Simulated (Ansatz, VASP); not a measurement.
# SiO2 (Quartz) in two plane-wave programs

Wanted: the spread between two codes on one cell, functional and k mesh. Of the first pair: The cell is taken from a series of runs on this material, whose earlier steps may have relaxed, scaled, displaced or heated it; both programs get it as it stands.

Method: plane waves, with VASP 6.6.1 beside it; relaxation of cell and atoms at PBE, in Ansatz 0.2.0.

**1. The structure**

Symmetry: P3_121, No. 152, trigonal system. The conventional cell has a = 5.021 Å, b = 5.021 Å, c = 5.509 Å, α = 90.00°, β = 90.00°, γ = 120.00°. Nearest to Si lie 4 O at 1.63 Å. Nearest to O lie 2 Si at 1.63 Å. Farther neighbours and most contacts between anions are not listed.

**2. Ansatz: relaxation of cell and atoms, PBE, pair 1**

Ansatz runs on its PAW soft_1 files.

The relaxed volume is the usual yardstick between codes: in a stiff, nearly cubic crystal its relative difference is about their pressure difference at one cell divided by the bulk modulus.

The input, input.yaml:

```yaml
crystal:
  lattice:
    - [5.0207070689, 0.0, 0.0]
    - [-2.5103535345, 4.3480598667, 0.0]
    - [0.0, 0.0, 5.5092065508]
  atoms:
    - { symbol: Si, position: [0.5235435865, 0.0, 0.3333333333] }
    - { symbol: Si, position: [0.0, 0.5235435865, 0.6666666667] }
    - { symbol: Si, position: [0.4764564135, 0.4764564135, 0.0] }
    - { symbol: O, position: [0.1585426863, 0.4144344775, 0.8722013969] }
    - { symbol: O, position: [0.5855655225, 0.7441082089, 0.2055347303] }
    - { symbol: O, position: [0.2558917911, 0.8414573137, 0.5388680636] }
    - { symbol: O, position: [0.4144344775, 0.1585426863, 0.1277986031] }
    - { symbol: O, position: [0.7441082089, 0.5855655225, 0.7944652697] }
    - { symbol: O, position: [0.8414573137, 0.2558917911, 0.4611319364] }
kpoints:
  mp_grid: { grid: [6, 6, 4] }
hamiltonian:
  xc: pbe
  pseudopotentials: { kind: paw, azcp: { folder: soft_1 } }
scf:
  occupations: { method: fixed }
output:
  forces: true
  stress: true
  eigenvalues: true
relax:
  adjacent_minimum: "off"
  f_tol: 0.001
  max_steps: 60
  cell: { stress_tol: 0.01 }
```

On the command line:

```console
$ ansatz run input.yaml --threads 4 --pin off --max-ram 8192MiB --backend cpu --events-out ev --progress --plain --runs-dir out
```

Numbers of over 12 decimals in the logs are rounded to 6 here.

Output:

```text
Engine: ansatz 0.2.0, x86_64-unknown-linux-gnu
Pseudopotentials: kind: paw
Pseudopotential: Si, paw, valence charge 4, recommended cutoff 420 eV (normal), soft_1/Si.paw.azcp
Pseudopotential: O, paw, valence charge 6, recommended cutoff 420 eV (normal), soft_1/O.paw.azcp
Functional definition: PBE
  parameter kappa = 0.804
  parameter beta = 0.066725
  exchange = pbe_x(kappa = kappa, mu = beta*pi^2/3)
  correlation = pbe_c(beta = beta)
Crystal: 9 atoms, lattice volume = 120.268 Å³
Basis set: ecut = 420 eV, 2365 PW (Γ), exchange–correlation on 72×72×80 points (8 copies of the dense FFT grid, shifted against one another)
Bands: 33, of which v1, the nominal top of the filled ones, is band 24 counted from 1 (23 counted from 0)
Symmetry: 6 space group operations
Space group: P3121 (ITA 152), of the structure as read, at distance tolerance 4.9e-5 Å
k-points: 24 of 144 (time reversal used)
Non-local potential: Si, projectors of the file, l = 0: 2, l = 1: 2, l = 2: 1
Non-local potential: O, projectors of the file, l = 0: 2, l = 1: 2, l = 2: 1
PAW form: soft (Blöchl's): semilocal exchange-correlation on the pseudo side does not see the compensation charge
PAW one-centre angular grid: Si, 110 points (default); XC on 64 Gauss nodes
PAW one-centre angular grid: O, 110 points (default); XC on 64 Gauss nodes
Initial density: superposition of atomic densities (chi_scale 0.1, normalization cell, long waves kept (reshape's long-wave potential 0.02 eV rms))
Initial wavefunctions: pseudopotential atomic-orbital guess
Functional: x = pbe(κ = 0.804, μ = 0.219515), c = pbe(β = 0.066725)
SCF iter   1: F=—  HF=-5327.186550 eV  |F-HF|=—  |Δ(HF+E_count)|=         —  Δρ=1.28e-1  dr2=1.79e1  ethr=3.10e-3  ⟨swp⟩=5.0  Hψ=3378  notcnv=0  defer=147
preconditioner: auto → Resta (q_TF=auto, 2.341 Å⁻¹)  ε∞=2.7  [insulator: Δε(μ)=7.076 eV  Ē_g=17.857 eV  n_scr=22 (ndim 8)  ℏωp=23.5 eV  f_vac=0.012  ε∞_Penn≈2.7]
SCF iter   2: F=—  HF=-5322.297942 eV  |F-HF|=—  |Δ(HF+E_count)|=    4.89e0  Δρ=4.31e-2  dr2=9.06e-1  ethr=3.10e-3  ⟨swp⟩=3.8  Hψ=2162  notcnv=0  defer=136
SCF iter   3: F=—  HF=-5322.241036 eV  |F-HF|=—  |Δ(HF+E_count)|=   5.69e-2  Δρ=2.14e-2  dr2=3.04e-1  ethr=1.89e-3  ⟨swp⟩=2.0  Hψ=817  notcnv=0  defer=162
SCF iter   4: F=—  HF=-5322.260835 eV  |F-HF|=—  |Δ(HF+E_count)|=   1.98e-2  Δρ=1.52e-3  dr2=2.18e-3  ethr=6.34e-4  ⟨swp⟩=3.0  Hψ=1366  notcnv=0  defer=163
SCF iter   5: F=—  HF=-5322.265312 eV  |F-HF|=—  |Δ(HF+E_count)|=   4.48e-3  Δρ=2.78e-4  dr2=1.23e-4  ethr=4.55e-6  ⟨swp⟩=3.0  Hψ=1265  notcnv=0  defer=166
SCF iter   6: F=—  HF=-5322.265483 eV  |F-HF|=—  |Δ(HF+E_count)|=   1.71e-4  Δρ=6.20e-5  dr2=6.37e-6  ethr=2.56e-7  ⟨swp⟩=2.0  Hψ=1250  notcnv=0  defer=166
SCF iter   7: F=—  HF=-5322.265495 eV  |F-HF|=—  |Δ(HF+E_count)|=   1.17e-5  Δρ=1.09e-5  dr2=1.25e-7  ethr=1.33e-8  ⟨swp⟩=2.0  Hψ=1401  notcnv=0  defer=160
[...]
SCF iter   6: F=-5322.265408 eV  HF=-5322.265408 eV  |F-HF|=0.00e0  |Δ(HF+E_count)|=  6.37e-12  Δρ=1.89e-8  dr2=2.46e-13  ethr=1.00e-12  ⟨swp⟩=5.6  Hψ=3144  notcnv=0
SCF 6 converged in 6 iterations: F = -5322.265408 eV  dr2 = 2.46e-13
relax step   6: F+E_penalty+E_count = -5322.26540781 eV  Δ(F+E_penalty+E_count) = -5.618e-5 eV  max|allowed force component| = 3.761e-4 eV/Å  Δτ_max = 0.0000 Å  P = +0.005 GPa  Ω = 120.337 Å³  stress off target by 5.55e-3 GPa  SCF on the basis re-selected at this cell (its energy is not comparable with the rows above)  (6 SCF iters)
basis re-selected at this cell: Δ(F+E_penalty+E_count) = -5.618e-5 eV, ΔP = +0.002 GPa vs the last step (what re-selecting the basis moved, of the pressure what is left beyond the Pulay correction that the steps carried, after the strain that the cell walked since its last selection, with what the two solves' SCF thresholds leave and, on support functions, any second-order correction that the steps lacked; it is no m [...]
SCF converged after 6 iterations
Free energy (F): -5322.265408 eV
Harris-Foulkes:  -5322.265408 eV  (|F-HF|=0.00e0)
Internal energy: -5322.265408 eV  (E = F + TS)
E sigma→0 (E₀):  -5322.265408 eV
Fermi energy:    1.960000 eV
--- Per-component energies (eV) ---
  E_band       = -230.293309
  E_kinetic    = 1163.252207
  E_local      = -3034.328025  (includes V_loc(G=0)·N_el)
  E_nonlocal   = 379.092424
  E_hartree    = 1115.327873
  E_xc         = -601.906183
  E_vxc        = -695.457821  (∫ρ·V_xc dr)
  E_paw        = -2517.903049  (= ΣΔE_a)
  E_vpaw       = -273.512852  (= ΣTr[D̂ρ^β])
  E_aug_tail   = 0.005024  (compensation charges beyond the density's cutoff)
  E_ewald      = -1825.805679
  E_smearing   = -0.000000  (= −TS)
  E_closure    = -0.000000  (closes the sum)
  Σ components = -5322.265408   (vs F -5322.265408, Δ=0.00e0)
--- Forces (eV/Å), atoms counted from 1 ---
  atom   1  Si     0.00037611     0.00000000     0.00000000
  atom   2  Si    -0.00018805     0.00032572    -0.00000000
  atom   3  Si    -0.00018805    -0.00032572     0.00000000
  atom   4  O      0.00010870    -0.00003635     0.00013036
  atom   5  O     -0.00002287     0.00011231     0.00013036
  atom   6  O     -0.00008583    -0.00007596     0.00013036
  atom   7  O     -0.00008583     0.00007596    -0.00013036
  atom   8  O      0.00010870     0.00003635    -0.00013036
  atom   9  O     -0.00002287    -0.00011231    -0.00013036
  max |Σ_I F_I| component: 4.51e-17 eV/Å
--- Stress (GPa, compression-positive) ---
        0.005554      -0.000000      -0.000000
       -0.000000       0.005554       0.000000
       -0.000000       0.000000       0.002975
  P = ⅓ Tr σ = 0.0047 GPa (0.047 kbar)
--- Band table (eV; the first three rows and the last of 24) ---
  k-point 0: bands = [... 20 lower, 1.0149, 1.4623, 1.6307, 1.6307, 7.6437, 11.0511, 11.0511, 11.3107, ... 5 higher]
  k-point 1: bands = [... 20 lower, 0.9689, 1.5858, 1.6962, 1.8898, 8.2215, 10.7835, 10.9405, 10.9705, ... 5 higher]
  k-point 2: bands = [... 20 lower, 0.8321, 1.8329, 1.8329, 1.8372, 9.5401, 9.5401, 10.7576, 11.5420, ... 5 higher]
  k-point 23: bands = [... 20 lower, 1.0614, 1.1992, 1.3954, 1.3954, 10.3634, 11.5283, 11.5283, 11.7730, ... 5 higher]
--- Relaxed structure (5 steps of the walk, 5 accepted, 1 SCFs on fresh bases) ---
  F+E_penalty+E_count = -5322.26540781 eV   max|allowed force component| = 3.761e-4 eV/Å   (the final SCF, on the basis selected at the relaxed cell)
  cell:  # Å, volume = 120.3370 Å³
    - [5.021718, 2.8873461997468735e-11, 0]
    - [-2.510859, 4.348936, -1.0422337347477563e-19]
    - [0, -1.320561605636719e-19, 5.510157]
  atoms:
    - { symbol: Si, position: [0.523378, 0, 0.333333] }
    - { symbol: Si, position: [0, 0.523378, 0.666667] }
    - { symbol: Si, position: [0.476622, 0.476622, 0] }
    - { symbol: O, position: [0.158880, 0.414477, 0.871974] }
    - { symbol: O, position: [0.585523, 0.744403, 0.205307] }
    - { symbol: O, position: [0.255597, 0.841120, 0.538641] }
    - { symbol: O, position: [0.414477, 0.158880, 0.128026] }
    - { symbol: O, position: [0.744403, 0.585523, 0.794693] }
    - { symbol: O, position: [0.841120, 0.255597, 0.461359] }
```

**3. VASP: relaxation of cell and atoms, PBE, pair 1**

The same cell, functional and mesh now go to VASP, with its own data sets.

Lines of VASP's logs that name or quote its potential files are left out, and so is its time.

The input, INCAR:

```
SYSTEM = SiO2
PREC = Accurate
ENCUT = 600
EDIFF = 1E-07
NELM = 120
ISMEAR = 0
SIGMA = 0.01
LREAL = .FALSE.
ALGO = Normal
GGA = PE
NBANDS = 33
LORBIT = 11
LWAVE = .FALSE.
LCHARG = .FALSE.
ISIF = 3
IBRION = 2
NSW = 80
EDIFFG = -0.005
LASPH = .TRUE.
GGA_COMPAT = .FALSE.
NELMIN = 4
EFERMI = MIDGAP
KPAR = 2
```

The input, POSCAR:

```
SiO2
1.0
    5.0207070000      0.0000000000      0.0000000000
   -2.5103540000      4.3480600000      0.0000000000
    0.0000000000      0.0000000000      5.5092070000
Si O
3 6
Direct
    0.5235435965      0.0000000000      0.3333332728
    0.0000001551      0.5235436034      0.6666665457
    0.4764564475      0.4764563966      0.0000000000
    0.1585426641      0.4144344834      0.8722013894
    0.5855655266      0.7441081770      0.2055346622
    0.2558918093      0.8414573396      0.5388679351
    0.4144345013      0.1585426604      0.1277986106
    0.7441082973      0.5855655166      0.7944651562
    0.8414574006      0.2558918230      0.4611318834
```

The input, KPOINTS:

```
Automatic mesh
0
Gamma
6 6 4
0 0 0
```

Potentials, in the order of the species: Si and O (PBE family, release 64).

On the command line:

```console
$ mpirun -np 2 vasp_std
```

Output:

```text
[banner, memory and clock lines left out]
running    2 mpi-ranks, on    1 nodes
 distrk:  each k-point on    1 cores,    2 groups
 distr:  one band on    1 cores,    1 groups

 POSCAR found type information on POSCAR SiO
 POSCAR found :  2 types and       9 ions
 LDA part: xc-table for (Slater+PW92), standard interpolation
 POSCAR, INCAR and KPOINTS ok, starting setup
 FFT: planning ... GRIDC
 FFT: planning ... GRID_SOFT
 FFT: planning ... GRID
 WAVECAR not read
 entering main loop
       N       E                     dE             d eps       ncg     rms          rms(c)
DAV:   1     0.305841401312E+03    0.30584E+03   -0.27012E+04  1584   0.150E+03
DAV:   2    -0.593317468051E+02   -0.36517E+03   -0.35314E+03  2036   0.319E+02
DAV:   3    -0.803349333682E+02   -0.21003E+02   -0.20914E+02  1999   0.817E+01
DAV:   4    -0.805784655800E+02   -0.24353E+00   -0.24327E+00  1984   0.979E+00
DAV:   5    -0.805823864719E+02   -0.39209E-02   -0.39192E-02  1975   0.122E+00    0.248E+01
DAV:   6    -0.711317640928E+02    0.94506E+01   -0.36621E+01  1857   0.323E+01    0.117E+01
DAV:   7    -0.711535525723E+02   -0.21788E-01   -0.97702E-01  1952   0.493E+00    0.431E+00
DAV:   8    -0.711544778354E+02   -0.92526E-03   -0.44274E-02  1959   0.163E+00    0.165E+00
DAV:   9    -0.711667366337E+02   -0.12259E-01   -0.25251E-02  1864   0.118E+00    0.343E-01
DAV:  10    -0.711684985720E+02   -0.17619E-02   -0.37942E-03  1920   0.331E-01    0.106E-01
DAV:  11    -0.711684110239E+02    0.87548E-04   -0.10565E-03  1968   0.190E-01    0.165E-02
DAV:  12    -0.711684198879E+02   -0.88640E-05   -0.27335E-05  1928   0.307E-02    0.169E-02
DAV:  13    -0.711684221389E+02   -0.22510E-05   -0.13396E-05  1944   0.203E-02    0.359E-03
DAV:  14    -0.711684227414E+02   -0.60254E-06   -0.54868E-07  1912   0.434E-03    0.754E-04
DAV:  15    -0.711684227411E+02    0.28194E-09   -0.27664E-08  1384   0.101E-03
   1 F= -.71168423E+02 E0= -.71168423E+02  d E =-.711684E+02
[...]
2 F= -.71168346E+02 E0= -.71168346E+02  d E =0.763255E-04
[...]
3 F= -.71168538E+02 E0= -.71168538E+02  d E =-.115271E-03
[...]
4 F= -.71168538E+02 E0= -.71168538E+02  d E =-.115271E-03
[...]
5 F= -.71168549E+02 E0= -.71168549E+02  d E =-.106009E-04
[...]
6 F= -.71168549E+02 E0= -.71168549E+02  d E =-.105734E-04
[...]
7 F= -.71168556E+02 E0= -.71168556E+02  d E =-.711426E-05
 trial-energy change:   -0.000007  1 .order   -0.000007   -0.000009   -0.000006
 step:   0.6755(harm=  0.6755)  dis= 0.00055  next Energy=   -71.168560 (dE=-0.117E-04)
 bond charge predicted
       N       E                     dE             d eps       ncg     rms          rms(c)
DAV:   1    -0.711685641634E+02   -0.83731E-05   -0.15963E-03  1588   0.257E-01    0.183E-02
DAV:   2    -0.711685607279E+02    0.34355E-05   -0.33368E-05  2016   0.349E-02    0.707E-03
DAV:   3    -0.711685600836E+02    0.64438E-06   -0.15852E-06  1888   0.770E-03    0.324E-03
DAV:   4    -0.711685598879E+02    0.19570E-06   -0.36048E-07  1901   0.404E-03    0.885E-04
DAV:   5    -0.711685598273E+02    0.60581E-07   -0.50632E-08  1034   0.144E-03
   8 F= -.71168560E+02 E0= -.71168560E+02  d E =-.112421E-04
 curvature:  -0.85 expect dE=-0.720E-06 dE for cont linesearch -0.562E-10
 trial: gam= 0.02720 g(F)=  0.608E-06 g(S)=  0.244E-06 ort =-0.759E-07 (trialstep = 0.341E+00)
 search vector abs. value=  0.912E-06
 reached required accuracy - stopping structural energy minimisation
```

Parts of OUTCAR (step 3):

```text
ion  position               nearest neighbor table
   1  0.524  0.000  0.333-   5 1.63   9 1.63   7 1.63   6 1.63   2 3.12   3 3.12   3 3.12   2 3.12

  LATTYP: Found a hexagonal cell.
 ALAT       =     5.0207070000
 C/A-ratio  =     1.0972970540

 Subroutine GETGRP returns: Found  6 space group operations
 (whereof  2 operations were pure point group operations)

The static configuration has the point symmetry C_2 .
 The point group associated with its full space group is D_3 .

 Found     24 irreducible k-points:

   k-points           NKPTS =     24   k-points in BZ     NKDIM =     24   number of bands    NBANDS=     33

   dimension x,y,z NGX =    40 NGY =   40 NGZ =   48
   dimension x,y,z NGXF=    80 NGYF=   80 NGZF=   96

   ENCUT  =  600.0 eV  44.10 Ry    6.64 a.u.  10.03 10.03 11.00*2*pi/ulx,y,z

   NELECT =      48.0000    total number of electrons

 k-points in reciprocal lattice and weights: Automatic mesh
   0.00000000  0.00000000  0.00000000       0.007
   0.16666667 -0.00000000  0.00000000       0.042
   0.33333333 -0.00000000  0.00000000       0.042
   0.50000000 -0.00000000  0.00000000       0.021
   0.16666667  0.16666667  0.00000000       0.042
   0.33333333  0.16666667  0.00000000       0.083
   0.33333333  0.33333333  0.00000000       0.014
   0.00000000  0.00000000  0.25000000       0.014
   0.16666667 -0.00000000  0.25000000       0.042
[...]
0.33333333  0.16666667  0.50000000       0.083
   0.33333333  0.33333333  0.50000000       0.014

 average (electrostatic) potential at core
       1 -87.0749       2 -87.0748       3 -87.0748       4 -72.8605       5 -72.8605
       6 -72.8605       7 -72.8605       8 -72.8605       9 -72.8605

 E-fermi :   3.4821

 k-point     1 :       0.0000    0.0000    0.0000
  band No.  band energies     occupation
    ...
     20      -0.3071      2.00000
     21      -0.3071      2.00000
     22       0.1360      2.00000
     23       0.3051      2.00000
     24       0.3051      2.00000
     25       6.3271      0.00000
     26       9.7206      0.00000
     27       9.7206      0.00000
     28       9.9796      0.00000
     29       9.9796      0.00000
    ...

 k-point     2 :       0.1667   -0.0000    0.0000
  band No.  band energies     occupation
    ...
     20      -0.3732      2.00000
     21      -0.3249      2.00000
     22      -0.0008      2.00000
     23       0.3755      2.00000
     24       0.4103      2.00000
     25       6.7338      0.00000
     26       9.6071      0.00000
     27       9.6861      0.00000
     28      10.1241      0.00000
     29      10.1851      0.00000
    ...

 k-point     3 :       0.3333   -0.0000    0.0000
  band No.  band energies     occupation
    ...
     20      -0.4330      2.00000
     21      -0.3380      2.00000
     22      -0.1670      2.00000
     23       0.3978      2.00000
     24       0.5624      2.00000
     25       7.6964      0.00000
     26       9.5646      0.00000
     27       9.7959      0.00000
     28      10.2950      0.00000
     29      10.5781      0.00000
    ...

  Total       -0.0036545     -0.0036545      0.0043350      0.0000000      0.0000000     -0.0000000
  in kB       -0.0487265     -0.0487266      0.0578002      0.0000000      0.0000000     -0.0000000
  external PRESSURE =      -0.0132176 kB  Pullay stress =       0.0000000 kB

  energy-cutoff  :      600.00
  volume of cell :      120.16
      direct lattice vectors                 reciprocal lattice vectors
     5.018728947  0.000000000  0.000000000     0.199253638  0.115039159 -0.000000000
    -2.509364973  4.346346956 -0.000000000    -0.000000000  0.230078273  0.000000000
     0.000000000 -0.000000000  5.508783961    -0.000000000  0.000000000  0.181528266

 POSITION                                       TOTAL-FORCE (eV/Angst)
 -----------------------------------------------------------------------------------
      2.62851      0.00000      1.83626        -0.000574     -0.000000      0.000000
     -1.31425      2.27636      3.67252         0.000287     -0.000497      0.000000
      1.19511      2.06999      0.00000         0.000287      0.000497      0.000000
     -0.24454      1.80212      4.80435        -0.000948     -0.000054      0.001017
      1.07095      3.23351      1.13182         0.000521     -0.000794      0.001017
     -0.82641      3.65706      2.96809         0.000427      0.000848      0.001017
      1.68295      0.68929      0.70444         0.000427     -0.000848     -0.001017
      2.26483      2.54423      4.37696        -0.000948      0.000054     -0.001017
      3.58032      1.11283      2.54070         0.000521      0.000794     -0.001017
 -----------------------------------------------------------------------------------
    total drift:                                0.001301     -0.001911      0.002496

  FREE ENERGIE OF THE ION-ELECTRON SYSTEM (eV)
  ---------------------------------------------------
  free  energy   TOTEN  =       -71.1685598273 eV

  energy  without entropy=      -71.1685598273  energy(sigma->0) =      -71.16855983

 reached required accuracy - stopping structural energy minimisation

 total charge
# of ion       s       p       d       tot
------------------------------------------
    1        0.637   0.977   0.000   1.614
    2        0.637   0.977   0.000   1.614
    3        0.637   0.977   0.000   1.614
    4        1.544   3.691   0.000   5.234
    5        1.544   3.691   0.000   5.234
    6        1.544   3.691   0.000   5.234
    7        1.544   3.691   0.000   5.234
    8        1.544   3.691   0.000   5.234
    9        1.544   3.691   0.000   5.234
--------------------------------------------------
tot         11.171  25.077   0.000  36.248

[... 3 further parts left out ...]
```

CONTCAR:

```
SiO2
   1.00000000000000
     5.0187289471816650    0.0000000002274951    0.0000000000000000
    -2.5093649731968264    4.3463469556673635   -0.0000000000000000
     0.0000000000000000   -0.0000000000000000    5.5087839605715061
  Si              O
     3     6
Direct
     0.5237399254389504    0.0000000000000081    0.3333332727999974
     0.0000001550999982    0.5237399323389391    0.6666665456999965
     0.4762601185610448    0.4762600676610527    0.0000000000000000
     0.1585895985874398    0.4146287035166990    0.8721247960483283
     0.5853713064832916    0.7439608913707267    0.2054580688483328
     0.2560390949292685    0.8414104051125740    0.5387913417483319
     0.4146287214167099    0.1585895948874392    0.1278752039516717
     0.7439610116707335    0.5853712964833075    0.7945417495516665
     0.8414104661125590    0.2560391086292532    0.4612084767516691
```

The gap is read on the k-mesh alone, so it is an upper bound where the band edges lie off the mesh. The run keeps the 6 symmetry operations of its start, so it cannot find a distortion of lower symmetry.

**4. Comparison**

Known differences besides the potentials themselves: fixed occupations in Ansatz, narrow Gaussian smearing in VASP; the cutoff is 420 eV in Ansatz and 600 eV in VASP; Ansatz adds a Pulay correction to the stress that steers its cell, VASP none. Total energies have different zeros and are not compared.

Compared:

```tsv
quantity	Ansatz	VASP	difference
volume (Å³)	120.34	120.16	+0.14 %
edge a after relaxation, in the typed setting (Å)	5.022	5.019	+0.06 %
edge c after relaxation, in the typed setting (Å)	5.510	5.509	+0.03 %
```

(Continued in part 2 of 2.)

[Lines on the potential files, build, host, timing and source positions are cut from VASP's logs without a mark.]

[Logs are printed without paths, hosts, clocks, repeated set-up lines and the standing remarks that a program may print on its own settings, such as how far it seeks lower states.]

[Hosts, paths, dates, database ids (printed as entryN), source tags and the programs' standing remarks are cut or masked in the printed files.]
